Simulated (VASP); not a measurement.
These are optB86b-vdW, VASP's PBE PAW potentials (set 64) (plane waves; VASP 6.6.1) values and carry that method's errors.

Input for VASP

INCAR:
```
SYSTEM  =  MoS2
PREC  =  Accurate; ENCUT  =  520; LREAL  =  .FALSE.
LASPH  =  .TRUE.; ICHARG  =  11
EDIFF  =  1E-7; NELM  =  100; ALGO  =  Normal
LMAXMIX  =  4
ISMEAR  =  0; SIGMA  =  0.05
GGA  =  MK; LUSE_VDW  =  .TRUE.; AGGAC  =  0.0
PARAM1  =  0.1234; PARAM2  =  1.0
LWAVE  =  .FALSE.; LCHARG  =  .FALSE.; LORBIT  =  11
```

File KPOINTS:
```
k-points along high-symmetry lines
10
Line-mode
Reciprocal
  0.000000   0.000000   0.000000 ! GAMMA
  0.000000   0.500000   0.000000 ! M

  0.000000   0.500000   0.000000 ! M
 -0.333333   0.666667   0.000000 ! K

 -0.333333   0.666667   0.000000 ! K
  0.000000   0.000000   0.000000 ! GAMMA

  0.000000   0.000000   0.000000 ! GAMMA
  0.000000   0.000000   0.500000 ! A

  0.000000   0.000000   0.500000 ! A
  0.000000   0.500000   0.500000 ! L

  0.000000   0.500000   0.500000 ! L
 -0.333333   0.666667   0.500000 ! H

 -0.333333   0.666667   0.500000 ! H
  0.000000   0.000000   0.500000 ! A

  0.000000   0.500000   0.500000 ! L
  0.000000   0.500000   0.000000 ! M

 -0.333333   0.666667   0.500000 ! H
 -0.333333   0.666667   0.000000 ! K
```

POSCAR:
```
MoS2
1
    1.5832496061    -2.7422684812     0.0000000000
    1.5832496061     2.7422684812    -0.0000000000
    0.0000000000     0.0000000000    12.3129298391
Mo S
2 4
Direct
  0.3333330000   0.6666670000   0.2500000000
  0.6666670000   0.3333330000   0.7500000000
  0.3333330000   0.6666670000   0.8774312806
  0.6666670000   0.3333330000   0.3774312806
  0.6666670000   0.3333330000   0.1225687194
  0.3333330000   0.6666670000   0.6225687194
```

POTCAR, in this order: Mo_sv S (PBE.64 set). Program: vasp_std. Read from the step before: CHGCAR.

Output

File OSZICAR:
```
       N       E                     dE             d eps       ncg     rms          rms(c)
DAV:   1     0.464289491208E+03    0.46429E+03   -0.30181E+04  6308   0.159E+03
DAV:   2    -0.646855727362E+01   -0.47076E+03   -0.46018E+03  6884   0.401E+02
DAV:   3    -0.308547881178E+02   -0.24386E+02   -0.24011E+02  7190   0.774E+01
DAV:   4    -0.314649454987E+02   -0.61016E+00   -0.60835E+00  6963   0.119E+01
DAV:   5    -0.314839345788E+02   -0.18989E-01   -0.18981E-01  7523   0.186E+00
DAV:   6    -0.314843788690E+02   -0.44429E-03   -0.44420E-03  7105   0.266E-01
DAV:   7    -0.314843968059E+02   -0.17937E-04   -0.17934E-04  7575   0.390E-02
DAV:   8    -0.314843972419E+02   -0.43601E-06   -0.43599E-06  6751   0.598E-03
DAV:   9    -0.314843972629E+02   -0.21000E-07   -0.21002E-07  4990   0.104E-03
   1 F= -.31484397E+02 E0= -.31484397E+02  d E =-.554263E-30
```

**OUTCAR**
```
 val. band max:        7.4349152903   @ k =   0.0000   0.0000   0.0000

 cond. band min:       8.2974019904   @ k =  -0.1852   0.3704   0.0000



 k-point     1 :       0.0000    0.0000    0.0000
  band No.  band energies     occupation
      1     -54.0281      2.00000
      2     -54.0281      2.00000
      3     -28.2018      2.00000
      4     -28.2017      2.00000
      5     -27.9776      2.00000
      6     -27.9776      2.00000
      7     -27.9776      2.00000
      8     -27.9776      2.00000
      9      -7.4631      2.00000
     10      -7.1783      2.00000
     11      -6.2739      2.00000
     12      -5.8103      2.00000
     13       0.5874      2.00000
     14       1.6525      2.00000
     15       3.9201      2.00000
     16       4.2061      2.00000
     17       4.2061      2.00000
     18       4.2199      2.00000
     19       4.2199      2.00000
     20       5.2999      2.00000
     21       5.2999      2.00000
     22       5.3485      2.00000
     23       5.3486      2.00000
     24       6.2664      2.00000
     25       6.2704      2.00000
     26       7.4349      2.00000
     27       9.5586      0.00000
     28       9.5751      0.00000
     29       9.5884      0.00000
     30       9.5971      0.00000
     31       9.7019      0.00000

 k-point     2 :       0.0000    0.0556    0.0000
  band No.  band energies     occupation
      1     -54.0269      2.00000
      2     -54.0269      2.00000
      3     -28.1995      2.00000
      4     -28.1994      2.00000
      5     -27.9896      2.00000
      6     -27.9896      2.00000
      7     -27.9803      2.00000
      8     -27.9803      2.00000
      9      -7.4160      2.00000
     10      -7.1319      2.00000
     11      -6.2511      2.00000
     12      -5.7935      2.00000
     13       0.6424      2.00000
     14       1.7066      2.00000
     15       3.8256      2.00000
     16       4.0969      2.00000
     17       4.1146      2.00000
     18       4.2536      2.00000
...
```

The density is held fixed in this step, so its total energy and stress have no physical meaning.

The compound is MoS2 in the 2H layered structure. It was relaxed first.
